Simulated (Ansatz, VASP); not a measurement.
# ZnS in two plane-wave programs

Aim: how closely do two programs agree when they are given the same cell, functional and k mesh? The cell is taken from a series of runs on this material, whose earlier steps may have relaxed, scaled, displaced or heated it; both programs get it as it stands.

Method: plane waves, with VASP 6.6.1 beside it; zone-centre phonons at LDA, in Ansatz 0.2.0.

## 1. The structure

It takes space group F-43m (No. 216, cubic). Conventional cell: a = 5.270 Å, b = 5.270 Å, c = 5.270 Å, α = 90.00°, β = 90.00°, γ = 90.00°. Zn has 4 S at 2.28 Å nearest. Nearest to S lie 4 Zn at 2.28 Å. Farther neighbours and most contacts between anions are not listed.

## 2. VASP: zone-centre phonons, LDA, pair 1

Second derivatives magnify differences that forces hide, and they need a tight electronic threshold.

Lines of VASP's logs that name or quote its potential files are left out, and so is its time.

INCAR reads:

```
SYSTEM = ZnS
PREC = Accurate
ENCUT = 500
EDIFF = 1E-08
NELM = 120
ISMEAR = 0
SIGMA = 0.01
LREAL = .FALSE.
ALGO = Normal
GGA = CA
NBANDS = 15
LORBIT = 11
LWAVE = .FALSE.
LCHARG = .FALSE.
ISIF = 2
IBRION = 8
LASPH = .TRUE.
GGA_COMPAT = .FALSE.
EFERMI = MIDGAP
KPAR = 2
```

POSCAR reads:

```
ZnS
1.0
    0.0000000000      2.6351082913      2.6351082913
    2.6351082913      0.0000000000      2.6351082913
    2.6351082913      2.6351082913      0.0000000000
Zn S
1 1
Direct
    0.2500000000      0.2500000000      0.2500000000
    0.0000000000      0.0000000000      0.0000000000
```

KPOINTS reads:

```
Automatic mesh
0
Gamma
8 8 8
0 0 0
```

PAW data sets: Zn and S (LDA family, release 64).

Run with:

```console
> mpirun -np 2 vasp_std
```

Numbers of over 12 decimals in the logs are rounded to 6 here.

The log of the run:

```text
[banner, memory and clock lines left out]
running    2 mpi-ranks, on    1 nodes
 distrk:  each k-point on    1 cores,    2 groups
 distr:  one band on    1 cores,    1 groups

 POSCAR found type information on POSCAR ZnS
 POSCAR found :  2 types and       2 ions
 LDA part: xc-table for (Slater(with rela. corr.)+CA(PZ))
 , standard interpolation
 POSCAR, INCAR and KPOINTS ok, starting setup
 FFT: planning ... GRIDC
 FFT: planning ... GRID_SOFT
 FFT: planning ... GRID
 WAVECAR not read
 entering main loop
       N       E                     dE             d eps       ncg     rms          rms(c)
DAV:   1     0.836165459062E+02    0.83617E+02   -0.85333E+03   870   0.143E+03
DAV:   2    -0.309707120778E+01   -0.86714E+02   -0.81521E+02   989   0.274E+02
DAV:   3    -0.858581486291E+01   -0.54887E+01   -0.54603E+01  1052   0.653E+01
DAV:   4    -0.864601253936E+01   -0.60198E-01   -0.60158E-01  1087   0.709E+00
DAV:   5    -0.864665557679E+01   -0.64304E-03   -0.64303E-03  1073   0.707E-01    0.789E+00
DAV:   6    -0.824128213367E+01    0.40537E+00   -0.81600E-01  1285   0.342E+01    0.603E+00
DAV:   7    -0.821081543298E+01    0.30467E-01   -0.26008E-01  1017   0.553E+00    0.286E+00
DAV:   8    -0.820460405330E+01    0.62114E-02   -0.60077E-03  1300   0.142E+00    0.656E-01
DAV:   9    -0.820402537753E+01    0.57868E-03   -0.12982E-03   982   0.276E-01    0.801E-02
DAV:  10    -0.820404001509E+01   -0.14638E-04   -0.93870E-05  1059   0.933E-02    0.308E-02
DAV:  11    -0.820403692661E+01    0.30885E-05   -0.12035E-05  1333   0.758E-02    0.606E-03
DAV:  12    -0.820403703595E+01   -0.10935E-06   -0.13605E-06  1080   0.151E-02    0.287E-03
DAV:  13    -0.820403704683E+01   -0.10872E-07   -0.77874E-08  1059   0.335E-03    0.296E-04
DAV:  14    -0.820403704729E+01   -0.45998E-09   -0.20300E-09   694   0.123E-03
   1 F= -.82040370E+01 E0= -.82040370E+01  d E =0.000000E+00
 Linear response reoptimize wavefunctions to high precision
DAV:   1    -0.820403704742E+01   -0.13961E-09   -0.56668E-10   806   0.325E-04
DAV:   2    -0.820403704743E+01   -0.10004E-10   -0.11901E-10   519   0.112E-04
 Linear response DOF=           2
 Linear response progress:
  Degree of freedom:   1/  2
       N       E                     dE             d eps       ncg     rms          rms(c)
RMM:   1    -0.212565945221E+00   -0.21257E+00    0.28644E-03  4036   0.219E+00
RMM:   2    -0.210429039570E+00    0.21369E-02   -0.30919E-03  4574   0.480E-01    0.127E-01
RMM:   3    -0.210233607822E+00    0.19543E-03   -0.79878E-05  5345   0.694E-02    0.742E-02
RMM:   4    -0.209982510847E+00    0.25110E-03   -0.14732E-05  5293   0.277E-02    0.414E-03
RMM:   5    -0.209983521114E+00   -0.10103E-05   -0.33541E-07  5588   0.481E-03    0.145E-03
RMM:   6    -0.209988252584E+00   -0.47315E-05    0.29216E-07  5484   0.146E-03    0.282E-04
RMM:   7    -0.209988751665E+00   -0.49908E-06    0.99269E-08  5609   0.371E-04    0.127E-04
RMM:   8    -0.209988740867E+00    0.10798E-07    0.42760E-08  5377   0.157E-04    0.332E-05
RMM:   9    -0.209988564796E+00    0.17607E-06    0.15247E-08  5584   0.513E-05    0.156E-05
RMM:  10    -0.209988518977E+00    0.45820E-07    0.78897E-09  5604   0.223E-05    0.144E-06
RMM:  11    -0.209988521175E+00   -0.21983E-08    0.43476E-09  4868   0.108E-05    0.699E-07
 first order change of Fermi-energy   0.30179E+00
 force on displaced ion       1 direction 1 :  -7.131  -0.000  -0.000
 Linear response progress:
  Degree of freedom:   2/  2
       N       E                     dE             d eps       ncg     rms          rms(c)
RMM:   1    -0.105204704365E+00   -0.10520E+00    0.53723E-02  7038   0.233E+00
RMM:   2    -0.102937867626E+00    0.22668E-02   -0.48952E-03  4623   0.679E-01    0.178E-01
RMM:   3    -0.103343961526E+00   -0.40609E-03   -0.36047E-04  4957   0.149E-01    0.889E-02
RMM:   4    -0.103746678469E+00   -0.40272E-03   -0.62308E-05  5002   0.540E-02    0.173E-02
RMM:   5    -0.103759889244E+00   -0.13211E-04   -0.81992E-06  5197   0.135E-02    0.954E-03
RMM:   6    -0.103744172972E+00    0.15716E-04   -0.14396E-06  5123   0.396E-03    0.480E-03
RMM:   7    -0.103746912357E+00   -0.27394E-05   -0.11372E-07  5052   0.131E-03    0.653E-04
RMM:   8    -0.103747094628E+00   -0.18227E-06   -0.44304E-08  5406   0.292E-04    0.124E-04
RMM:   9    -0.103746583316E+00    0.51131E-06   -0.17371E-08  5315   0.951E-05    0.420E-05
RMM:  10    -0.103746738201E+00   -0.15488E-06   -0.49234E-09  5282   0.406E-05    0.630E-06
RMM:  11    -0.103746744824E+00   -0.66226E-08   -0.34439E-09  5312   0.197E-05    0.509E-06
 first order change of Fermi-energy  -0.30143E+00
 force on displaced ion       2 direction 1 :  -7.119  -0.000  -0.000
 Linear response finished
```

From OUTCAR (step 2):

```text
ion  position               nearest neighbor table
   1  0.250  0.250  0.250-   2 2.28   2 2.28   2 2.28   2 2.28
   2  0.000  0.000  0.000-   1 2.28   1 2.28   1 2.28   1 2.28

  LATTYP: Found a face centered cubic cell.
 ALAT       =     5.2702165826

 Subroutine GETGRP returns: Found 24 space group operations
 (whereof 24 operations were pure point group operations)

The static configuration has the point symmetry T_d .

 Found     29 irreducible k-points:

   k-points           NKPTS =     29   k-points in BZ     NKDIM =     29   number of bands    NBANDS=     15

   dimension x,y,z NGX =    28 NGY =   28 NGZ =   28
   dimension x,y,z NGXF=    56 NGYF=   56 NGZF=   56

   ENCUT  =  500.0 eV  36.75 Ry    6.06 a.u.   6.79  6.79  6.79*2*pi/ulx,y,z

   NELECT =      18.0000    total number of electrons

 k-points in reciprocal lattice and weights: Automatic mesh
   0.00000000  0.00000000  0.00000000       0.002
   0.12500000  0.00000000  0.00000000       0.016
   0.25000000  0.00000000  0.00000000       0.016
   0.37500000  0.00000000  0.00000000       0.016
   0.50000000  0.00000000  0.00000000       0.008
   0.12500000  0.12500000  0.00000000       0.012
   0.25000000  0.12500000  0.00000000       0.047
   0.37500000  0.12500000  0.00000000       0.047
   0.50000000  0.12500000  0.00000000       0.047
[...]
-0.37500000  0.50000000  0.12500000       0.023
  -0.25000000  0.50000000  0.25000000       0.012

 average (electrostatic) potential at core
       1 -36.9395       2 -88.6387

  Total        0.3683751      0.3683751      0.3683751      0.0000000     -0.0000000      0.0000000
  in kB       16.1278136     16.1278136     16.1278136      0.0000000     -0.0000000      0.0000000
  external PRESSURE =      16.1278136 kB  Pullay stress =       0.0000000 kB

  energy-cutoff  :      500.00
  volume of cell :       36.60
      direct lattice vectors                 reciprocal lattice vectors
     0.000000000  2.635108291  2.635108291    -0.189745523  0.189745523  0.189745523
     2.635108291  0.000000000  2.635108291     0.189745523 -0.189745523  0.189745523
     2.635108291  2.635108291  0.000000000     0.189745523  0.189745523 -0.189745523

 POSITION                                       TOTAL-FORCE (eV/Angst)
 -----------------------------------------------------------------------------------
      1.31755      1.31755      1.31755         0.000000      0.000000      0.000000
      0.00000      0.00000      0.00000        -0.000000     -0.000000     -0.000000
 -----------------------------------------------------------------------------------
    total drift:                               -0.000001     -0.000001     -0.000001

 Eigenvectors and eigenvalues of the dynamical matrix
 ----------------------------------------------------

   1 f  =    8.995159 THz    56.518252 2PiTHz  300.046215 cm-1    37.200973 meV
             X         Y         Z           dx          dy          dz
      1.317554  1.317554  1.317554    -0.573936    0.000000    0.000000
      0.000000  0.000000  0.000000     0.818900    0.000000    0.000000

   2 f  =    8.995159 THz    56.518252 2PiTHz  300.046215 cm-1    37.200973 meV
             X         Y         Z           dx          dy          dz
      1.317554  1.317554  1.317554     0.000000   -0.573936    0.000000
      0.000000  0.000000  0.000000     0.000000    0.818900    0.000000

   3 f  =    8.995159 THz    56.518252 2PiTHz  300.046215 cm-1    37.200973 meV
             X         Y         Z           dx          dy          dz
      1.317554  1.317554  1.317554     0.000000    0.000000   -0.573936
      0.000000  0.000000  0.000000     0.000000    0.000000    0.818900

   4 f/i=    0.003560 THz     0.022370 2PiTHz    0.118757 cm-1     0.014724 meV
             X         Y         Z           dx          dy          dz
      1.317554  1.317554  1.317554    -0.818900    0.000000    0.000000
      0.000000  0.000000  0.000000    -0.573936    0.000000    0.000000

   5 f/i=    0.003560 THz     0.022370 2PiTHz    0.118757 cm-1     0.014724 meV
             X         Y         Z           dx          dy          dz
      1.317554  1.317554  1.317554     0.000000    0.818900    0.000000
      0.000000  0.000000  0.000000     0.000000    0.573936    0.000000

   6 f/i=    0.003560 THz     0.022370 2PiTHz    0.118757 cm-1     0.014724 meV
             X         Y         Z           dx          dy          dz
      1.317554  1.317554  1.317554     0.000000    0.000000    0.818900
      0.000000  0.000000  0.000000     0.000000    0.000000    0.573936

 ELASTIC MODULI CONTR FROM IONIC RELAXATION (kBar)
 Direction    XX          YY          ZZ          XY          YZ          ZX
 --------------------------------------------------------------------------------
 XX          -0.0000     -0.0000     -0.0000     -0.0000      0.0000      0.0000
 YY          -0.0000     -0.0000     -0.0000     -0.0000     -0.0000     -0.0000
 ZZ          -0.0000     -0.0000     -0.0000     -0.0000     -0.0000      0.0000
 XY          -0.0000     -0.0000     -0.0000   -322.6143      0.0000      0.0000
 YZ           0.0000     -0.0000     -0.0000      0.0000   -322.6143      0.0000
 ZX           0.0000     -0.0000      0.0000      0.0000      0.0000   -322.6143
 --------------------------------------------------------------------------------
```

## 3. Ansatz: zone-centre phonons, LDA, pair 1

Ansatz runs on its default PAW (the set named soft_2) files.

The same cell, functional (in two slightly different forms) and mesh now go to Ansatz, which takes its cutoff from its data sets.

input.yaml reads:

```yaml
crystal:
  lattice:
    - [0.0, 2.6351082913, 2.6351082913]
    - [2.6351082913, 0.0, 2.6351082913]
    - [2.6351082913, 2.6351082913, 0.0]
  atoms:
    - { symbol: Zn, position: [0.25, 0.25, 0.25] }
    - { symbol: S, position: [0.0, 0.0, 0.0] }
kpoints:
  mp_grid: { grid: [8, 8, 8] }
hamiltonian:
  xc: lda
scf:
  occupations: { method: fixed }
output:
  eigenvalues: true
phonons:
  method: dfpt
```

Run with:

```console
> ansatz run input.yaml --threads 4 --pin off --max-ram 7168MiB --backend cpu --events-out ev --progress --plain --runs-dir out
```

The log of the run:

```text
zone centre: on kpoints.mp_grid the ground state, and the responses unless they are solved on pairs of k-points, stand on 59 of the mesh's 512 k-points, reduced under 8 symmetry operations, with k and −k counted as one. Each operation leaves every solved displacement unchanged or reverses it
Engine: ansatz 0.2.0, aarch64-unknown-linux-gnu
Pseudopotentials: kind: paw
Pseudopotential: Zn, paw, valence charge 12, recommended cutoff 420 eV (normal), Zn.paw.azcp
Pseudopotential: S, paw, valence charge 6, recommended cutoff 420 eV (normal), S.paw.azcp
Functional definition: SPW92
  exchange = slater_x
  correlation = pw_c
Crystal: 2 atoms, lattice volume = 36.595 Å³
Basis set: ecut = 420 eV, 725 PW (Γ), exchange–correlation on 50×50×50 points (8 copies of the dense FFT grid, shifted against one another)
Bands: 13, of which v1, the nominal top of the filled ones, is band 9 counted from 1 (8 counted from 0)
Symmetry: 24 space group operations
k-points: 59 of 512 (irreducible under 8 space group operations, time reversal used)
Non-local potential: Zn, projectors of the file, l = 0: 2, l = 1: 2, l = 2: 3, l = 3: 1
Non-local potential: S, projectors of the file, l = 0: 2, l = 1: 2, l = 2: 2
PAW form: soft (Blöchl's): semilocal exchange-correlation on the pseudo side does not see the compensation charge
PAW frozen core: Zn, regenerated for the run's functional, and the local potential with it (the file was generated under x = pbe(κ = 0.804, μ = 0.219515), c = pbe(β = 0.066725))
PAW frozen core: S, regenerated for the run's functional, and the local potential with it (the file was generated under x = pbe(κ = 0.804, μ = 0.219515), c = pbe(β = 0.066725))
PAW one-centre angular grid: Zn, 590 points (default); XC on 64 Gauss nodes
PAW one-centre angular grid: S, 110 points (default); XC on 64 Gauss nodes
Initial density: superposition of atomic densities (neutral atoms: chi_scale 0, normalization atom), corrected by the library's trained network
Initial wavefunctions: pseudopotential atomic-orbital guess
Functional: x = slater, c = lda
SCF iter   1: F=—  HF=-4117.442392 eV  |F-HF|=—  |Δ(HF+E_count)|=         —  Δρ=7.13e-3  dr2=1.62e-2  ethr=1.77e-3  ⟨swp⟩=5.0  Hψ=4155  notcnv=0  defer=108
preconditioner: auto → none  [insulator: Δε(μ)=2.129 eV  Ē_g=12.502 eV  n_scr=14 (ndim 8)  ℏωp=26.0 eV  f_vac=0.016  ε∞_Penn≈5.3]
SCF iter   2: F=—  HF=-4117.437056 eV  |F-HF|=—  |Δ(HF+E_count)|=   5.34e-3  Δρ=2.33e-3  dr2=9.50e-4  ethr=8.98e-5  ⟨swp⟩=3.0  Hψ=1869  notcnv=0  defer=113
SCF iter   3: F=—  HF=-4117.436789 eV  |F-HF|=—  |Δ(HF+E_count)|=   2.67e-4  Δρ=1.23e-3  dr2=2.39e-4  ethr=5.28e-6  ⟨swp⟩=2.5  Hψ=1297  notcnv=0  defer=113
SCF iter   4: F=—  HF=-4117.436776 eV  |F-HF|=—  |Δ(HF+E_count)|=   1.34e-5  Δρ=5.81e-4  dr2=9.39e-5  ethr=1.33e-6  ⟨swp⟩=2.0  Hψ=1356  notcnv=0  defer=107
SCF iter   5: F=—  HF=-4117.436725 eV  |F-HF|=—  |Δ(HF+E_count)|=   5.10e-5  Δρ=3.25e-5  dr2=4.06e-7  ethr=5.22e-7  ⟨swp⟩=2.0  Hψ=1314  notcnv=0  defer=54
SCF iter   6: F=—  HF=-4117.436725 eV  |F-HF|=—  |Δ(HF+E_count)|=   2.56e-7  Δρ=8.91e-6  dr2=1.26e-8  ethr=2.25e-9  ⟨swp⟩=2.5  Hψ=1312  notcnv=0
SCF iter   7: F=—  HF=-4117.436725 eV  |F-HF|=—  |Δ(HF+E_count)|=   4.56e-9  Δρ=1.35e-6  dr2=2.69e-10  ethr=7.02e-11  ⟨swp⟩=2.0  Hψ=1094  notcnv=0
SCF iter   8: F=-4117.436725 eV  HF=-4117.436725 eV  |F-HF|=1.82e-12  |Δ(HF+E_count)|=  2.18e-11  Δρ=7.33e-8  dr2=1.72e-12  ethr=1.00e-12  ⟨swp⟩=7.1  Hψ=4197  notcnv=0
SCF 1 converged in 8 iterations: F = -4117.436725 eV  dr2 = 1.72e-12
  greatest PAW one-centre occupation: 0.983 electrons in one spin orbital (limit 2), on the Zn atom at site 0 (counted from 0), in its partial waves of l = 2
DFPT response loops at Γ: preconditioner auto → none (the input reference at scf.mixing.eps_inf says where Resta's filter doesn't serve); β = 0.50; Broyden in place of MSR1
SCF converged after 8 iterations
Free energy (F): -4117.436725 eV
Harris-Foulkes:  -4117.436725 eV  (|F-HF|=1.82e-12)
Internal energy: -4117.436725 eV  (E = F + TS)
E sigma→0 (E₀):  -4117.436725 eV
Fermi energy:    6.527934 eV
--- Per-component energies (eV) ---
  E_band       = 11.594122
  E_kinetic    = 240.705959
  E_local      = -1996.390433  (includes V_loc(G=0)·N_el)
  E_nonlocal   = 645.818507
  E_hartree    = 833.295179
  E_xc         = -232.867952
  E_vxc        = -142.652330  (∫ρ·V_xc dr)
  E_paw        = -2324.511875  (= ΣΔE_a)
  E_vpaw       = -402.477569  (= ΣTr[D̂ρ^β])
  E_aug_tail   = -0.000366  (compensation charges beyond the density's cutoff)
  E_ewald      = -1285.196082
  E_core_change = 1.710339  (= ΣΔE_core)
  E_smearing   = -0.000000  (= −TS)
  E_closure    = -0.000000  (closes the sum)
  Σ components = -4117.436725   (vs F -4117.436725, Δ=0.00e0)
--- Band table (eV; the first three rows and the last of 59) ---
  k-point 0: bands = [... 5 lower, 0.2867, 6.5279, 6.5279, 6.5279, 8.7217, 12.6837, 12.6837, 12.6837]
  k-point 1: bands = [... 5 lower, 0.2845, 5.3150, 6.3560, 6.3560, 9.5584, 12.6346, 12.9640, 12.9640]
  k-point 2: bands = [... 5 lower, 0.2880, 3.4383, 5.9869, 5.9869, 10.0006, 13.3604, 13.3604, 13.4405]
  k-point 58: bands = [... 5 lower, 0.7797, 1.4773, 3.3391, 3.4542, 12.0269, 12.7480, 14.3432, 14.4784]
--- Phonons (Γ-DFPT): 2 representative perturbations + reference, on 59 of 512 k-points (Σ response iterations 6) ---
  k mesh reduced under 8 symmetry operations, with k and −k counted as one. Each operation leaves every solved displacement unchanged or reverses it
  ASR residual: 2.404e-5 → 0.000e0 eV/Å²; symmetrization residual: 8.098e-7 eV/Å²
  ASR residual per site (eV/Å²): 2.40e-5 1.78e-5
  Γ frequencies (cm⁻¹): 0.00 0.00 0.00 298.67 298.67 298.67
  non-analytic LO–TO correction: not included (Born effective charges unavailable; polar crystals: no LO–TO splitting at Γ)
```

In the SCF lines HF is the Harris–Foulkes energy and dr2 the Hartree energy of the density residual, in eV; the loop may stop once dr2 is under the threshold and the program's other checks hold. Hψ counts applications of the Hamiltonian.

## 4. Comparison

Known differences besides the potentials themselves: the two LDA forms differ slightly; fixed occupations in Ansatz, narrow Gaussian smearing in VASP; the cutoff is 420 eV in Ansatz and 500 eV in VASP; VASP's log shows a relativistic correction to its local exchange, Ansatz's none. Total energies have different zeros and are not compared.

Both answers:

| quantity | Ansatz | VASP | difference |
| --- | --- | --- | --- |
| optical mode 1 to 3 (cm⁻¹) | 298.7 | 300.0 | -0.46 % |

Modes are paired by rising frequency, not by their patterns, so a pair may set unlike modes beside each other; they are those without the splitting of longitudinal modes.

(Part 1 of 2 ends here.)

[Lines on the potential files, build, host, timing and source positions are cut from VASP's logs without a mark.]

[Logs are printed without paths, hosts, clocks, repeated set-up lines and the standing remarks that a program may print on its own settings, such as how far it seeks lower states.]

[Hosts, paths, dates, database ids (printed as entryN), source tags and the programs' standing remarks are cut or masked in the printed files.]
